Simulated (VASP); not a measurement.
Computed with PBE GGA, VASP's PBE PAW potentials (set 64) (plane waves; VASP).

VASP input:

### KPOINTS
```
Automatic mesh
0
Gamma
7 7 7
0 0 0
```

**POSCAR**
```
InAs
6.060
  0.0000000000   0.5000000000   0.5000000000
  0.5000000000   0.0000000000   0.5000000000
  0.5000000000   0.5000000000   0.0000000000
In As
1 1
direct
  0.0000000000   0.0000000000   0.0000000000
  0.2500000000   0.2500000000   0.2500000000
```

INCAR:
```
ALGO = Normal
EDIFF = 1E-6
ENCUT = 800
GGA = PE
ISIF = 2
ISMEAR = 0
LASPH = .True.
LCHARG = .False.
LMAXMIX = 4
LREAL = .False.
LWAVE = .False.
NELM = 100
PREC = Accurate
SIGMA = 0.05
SYSTEM = InAs
```

POTCAR, in this order: In_d As (PBE.64 set). Program: vasp_std.

What VASP printed:

File OSZICAR:
```
       N       E                     dE             d eps       ncg     rms          rms(c)
DAV:   1     0.130151558875E+03    0.13015E+03   -0.10807E+04   525   0.198E+03
DAV:   2     0.220910197458E+01   -0.12794E+03   -0.12388E+03   540   0.389E+02
DAV:   3    -0.764613487314E+01   -0.98552E+01   -0.97821E+01   683   0.104E+02
DAV:   4    -0.793715888741E+01   -0.29102E+00   -0.29059E+00   584   0.183E+01
DAV:   5    -0.794936095311E+01   -0.12202E-01   -0.12202E-01   749   0.357E+00    0.452E+00
DAV:   6    -0.769557436723E+01    0.25379E+00   -0.45844E-01   770   0.127E+01    0.254E+00
DAV:   7    -0.767166926886E+01    0.23905E-01   -0.14442E-01   740   0.369E+00    0.716E-01
DAV:   8    -0.767257862750E+01   -0.90936E-03   -0.13633E-02   623   0.170E+00    0.218E-01
DAV:   9    -0.767325033044E+01   -0.67170E-03   -0.12791E-03   620   0.426E-01    0.125E-01
DAV:  10    -0.767337673204E+01   -0.12640E-03   -0.19116E-04   680   0.203E-01    0.815E-02
DAV:  11    -0.767341595385E+01   -0.39222E-04   -0.15486E-04   555   0.148E-01    0.711E-02
DAV:  12    -0.767341944161E+01   -0.34878E-05   -0.13372E-05   550   0.303E-02    0.147E-02
DAV:  13    -0.767341970353E+01   -0.26192E-06   -0.23572E-06   630   0.102E-02
   1 F= -.76734197E+01 E0= -.76733073E+01  d E =-.224872E-03
```

OUTCAR:
```
------------------------ aborting loop because EDIFF is reached ----------------------------------------
  FORCE on cell =-STRESS in cart. coord.  units (eV):
  Direction    XX          YY          ZZ          XY          YZ          ZX
  --------------------------------------------------------------------------------------
  Total        1.2543994      1.2543994      1.2543994      0.0000000      0.0000000     -0.0000000
  in kB       36.1233922     36.1233922     36.1233922      0.0000000      0.0000000     -0.0000000
  external PRESSURE =      36.1233922 kB  Pullay stress =       0.0000000 kB
  volume of cell :       55.64
      direct lattice vectors                 reciprocal lattice vectors
     0.000000000  3.030000000  3.030000000    -0.165016502  0.165016502  0.165016502
     3.030000000  0.000000000  3.030000000     0.165016502 -0.165016502  0.165016502
     3.030000000  3.030000000  0.000000000     0.165016502  0.165016502 -0.165016502
  FREE ENERGIE OF THE ION-ELECTRON SYSTEM (eV)
  ---------------------------------------------------
  free  energy   TOTEN  =        -7.6734197035 eV

  energy  without entropy=       -7.6731948313  energy(sigma->0) =       -7.67330727
```
(Selected blocks of OUTCAR.)

The compound is InAs in the zinc blende structure. The cell was not relaxed at this level. The run is one of a series of settings (ENCUT = 800 against the base run), some of them coarse on purpose.
